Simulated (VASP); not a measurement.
Data:

```xyz
2
Lattice="2.8399 0.0000 0.0000 0.0000 2.8399 0.0000 0.0000 0.0000 2.8399" Properties=species:S:1:pos:R:3 pbc="T T T"
Al     1.4200     1.4200     1.4200
Fe     0.0000     0.0000     0.0000
```

Level of theory: r2SCAN meta-GGA, VASP's PBE PAW potentials (set 64) (plane waves; VASP). Run with 480 eV cut-off, 12×12×12 Γ-centred mesh, first-order Methfessel-Paxton smearing of 0.10 eV, potentials Al Fe.

Energy and stress use the plane-wave basis of the starting cell.

The ions, cell shape and volume at an external pressure of 20.0 GPa are relaxed. Which structure does the run end with?

```xyz
2
Lattice="2.7626 0.0000 0.0000 0.0000 2.7626 0.0000 0.0000 0.0000 2.7626" Properties=species:S:1:pos:R:3 pbc="T T T"
Al     1.3813     1.3813     1.3813
Fe     0.0000     0.0000     0.0000
```
Space group Pm-3m (221), at a tolerance of 0.03 Å.

How do energy and volume change from the first to the last step?

The energy (σ→0) changes by +53.5 meV/atom and the volume by -7.9 %, in 4 ionic steps.

```json
[
 {"step": "1", "E(σ→0) (eV)": "-21.2860", "max force (eV/Å)": "0.000", "pressure (GPa)": "0.22", "volume (Å³)": "22.90"},
 {"step": "2", "E(σ→0) (eV)": "-20.5308", "max force (eV/Å)": "0.000", "pressure (GPa)": "66.03", "volume (Å³)": "18.53"},
 {"step": "3", "E(σ→0) (eV)": "-21.1858", "max force (eV/Å)": "0.000", "pressure (GPa)": "19.16", "volume (Å³)": "21.14"},
 {"step": "4", "E(σ→0) (eV)": "-21.1790", "max force (eV/Å)": "0.000", "pressure (GPa)": "19.89", "volume (Å³)": "21.08"}
]
```

The compound is FeAl in the CsCl type structure. This run relaxes it under an external pressure of 20 GPa. Symmetry was kept, so distortions that lower it aren't found. The run is not spin-polarised, so no magnetic state was tried. The electron count is odd and the run is not spin-polarised, which forces a metal.
